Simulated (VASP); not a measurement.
Input:

```xyz
64
Lattice="10.9371 0.0000 0.0000 0.0000 10.9371 0.0000 0.0000 0.0000 10.9371" Properties=species:S:1:pos:R:3 pbc="T T T"
Si     5.4685     0.0000     0.0000
Si     6.8357     1.3671     1.3671
Si     8.2028     2.7343     0.0000
Si     9.5699     4.1014     1.3671
Si     8.2028     0.0000     2.7343
Si     9.5699     1.3671     4.1014
Si     0.0000     0.0000     0.0000
Si     1.3671     1.3671     1.3671
Si     2.7343     2.7343     0.0000
Si     4.1014     4.1014     1.3671
Si     5.4685     5.4685     0.0000
Si     6.8357     6.8357     1.3671
Si     8.2028     8.2028     0.0000
Si     9.5699     9.5699     1.3671
Si     2.7343     0.0000     2.7343
Si     4.1014     1.3671     4.1014
Si     5.4685     2.7343     2.7343
Si     6.7872     4.0651     4.1160
Si     8.2028     5.4685     2.7343
Si     9.5699     6.8357     4.1014
Si     5.4685     0.0000     5.4685
Si     6.8357     1.3671     6.8357
Si     8.2028     2.7343     5.4685
Si     9.5699     4.1014     6.8357
Si     8.2028     0.0000     8.2028
Si     9.5699     1.3671     9.5699
Si     0.0000     5.4685     0.0000
Si     1.3671     6.8357     1.3671
Si     2.7343     8.2028     0.0000
Si     4.1014     9.5699     1.3671
Si     0.0000     2.7343     2.7343
Si     1.3671     4.1014     4.1014
Si     2.7343     5.4685     2.7343
Si     4.0546     6.8053     4.0775
Si     5.4685     8.2028     2.7343
Si     6.8357     9.5699     4.1014
Si     0.0000     0.0000     5.4685
Si     1.3671     1.3671     6.8357
Si     2.7343     2.7343     5.4685
Si     4.1371     4.0521     6.7979
Si     6.8644     6.8057     6.8299
Si     8.2028     8.2028     5.4685
Si     9.5699     9.5699     6.8357
Si     2.7343     0.0000     8.2028
Si     4.1014     1.3671     9.5699
Si     5.4685     2.7343     8.2028
Si     6.8357     4.1014     9.5699
Si     8.2028     5.4685     8.2028
Si     9.5699     6.8357     9.5699
Si     0.0000     8.2028     2.7343
Si     1.3671     9.5699     4.1014
Si     0.0000     5.4685     5.4685
Si     1.3671     6.8357     6.8357
Si     2.7343     8.2028     5.4685
Si     4.1014     9.5699     6.8357
Si     0.0000     2.7343     8.2028
Si     1.3671     4.1014     9.5699
Si     2.7343     5.4685     8.2028
Si     4.1014     6.8357     9.5699
Si     5.4685     8.2028     8.2028
Si     6.8357     9.5699     9.5699
Si     0.0000     8.2028     8.2028
Si     1.3671     9.5699     9.5699
S      5.4475     5.4726     5.4297
```
Cell charge -2.

All values below come from PBE GGA, VASP's PBE PAW potentials (set 64) (plane waves; VASP 6.6.1). Run with PREC = Normal, LREAL = Auto, ISYM = 0, NELECT = 260.0, EDIFF = 1E-5, 400 eV cut-off, 1×1×1 Γ-centred mesh, Gaussian smearing of 0.050 eV, potentials Si S.

The cell is charged, with a uniform compensating background. The supercell is sampled at Γ alone, which is coarse: total energies, pressure and levels can be off, energies of defects by several tenths of an eV.

Question: The ions are relaxed. Give the cell that the relaxation ends in.

Answer: 
```xyz
64
Lattice="10.9371 0.0000 0.0000 0.0000 10.9371 0.0000 0.0000 0.0000 10.9371" Properties=species:S:1:pos:R:3 pbc="T T T"
Si     5.4732    10.9349     0.0021
Si     6.8396     1.3834     1.3842
Si     8.2056     2.7430    10.9295
Si     9.5562     4.1007     1.3748
Si     8.2073    10.9308     2.7444
Si     9.5562     1.3730     4.1058
Si    10.9354    10.9315    10.9352
Si     1.3755     1.3718     1.3747
Si     2.7425     2.7408    10.9055
Si     4.0962     4.0950     1.3553
Si     5.4624     5.4611    10.9247
Si     6.8417     6.8404     1.3687
Si     8.2083     8.2079    10.9133
Si     9.5658     9.5642     1.3673
Si     2.7452    10.9082     2.7465
Si     4.0988     1.3593     4.0985
Si     5.4350     2.7413     2.7386
Si     6.8771     4.0373     4.0280
Si     8.2093     5.4661     2.7491
Si     9.5681     6.8332     4.1026
Si     5.4626    10.9247     5.4625
Si     6.8381     1.3752     6.8378
Si     8.2041     2.7544     5.4603
Si     9.5632     4.1024     6.8303
Si     8.2047    10.9185     8.2045
Si     9.5662     1.3635     9.5657
Si     0.0008     5.4695     0.0029
Si     1.3845     6.8384     1.3849
Si     2.7443     8.2051    10.9313
Si     4.1046     9.5541     1.3758
Si    10.9103     2.7416     2.7453
Si     1.3600     4.0967     4.0973
Si     2.7430     5.4337     2.7401
Si     4.0413     6.8724     4.0327
Si     5.4684     8.2067     2.7517
Si     6.8353     9.5669     4.1031
Si     0.0003    10.9346     5.4741
Si     1.3834     1.3829     6.8402
Si     2.7403     2.7404     5.4371
Si     4.0296     4.0309     6.8845
Si     6.9485     6.9499     6.9486
Si     8.2272     8.2261     5.4520
Si     9.5686     9.5687     6.8333
Si     2.7444    10.9285     8.2046
Si     4.1050     1.3697     9.5560
Si     5.4635     2.7509     8.2097
Si     6.8337     4.1026     9.5657
Si     8.2253     5.4524     8.2249
Si     9.5718     6.8289     9.5683
Si    10.9323     8.2065     2.7447
Si     1.3760     9.5540     4.1061
Si    10.9263     5.4605     5.4614
Si     1.3744     6.8382     6.8379
Si     2.7561     8.2021     5.4614
Si     4.1031     9.5633     6.8314
Si    10.9278     2.7440     8.2045
Si     1.3709     4.1023     9.5556
Si     2.7496     5.4638     8.2102
Si     4.1027     6.8324     9.5665
Si     5.4516     8.2257     8.2264
Si     6.8313     9.5696     9.5672
Si    10.9184     8.2054     8.2048
Si     1.3670     9.5637     9.5650
S      5.3485     5.3473     5.3518
```
Cell charge -2.

Question: How much energy does the relaxation gain?

Answer: The energy (σ→0) changes by -6.9 meV/atom, in 23 ionic steps.

The cell is a supercell with a defect, built from Si (diamond): S_Si, charge -2. The run is not spin-polarised, so no state with unpaired spins was tried.
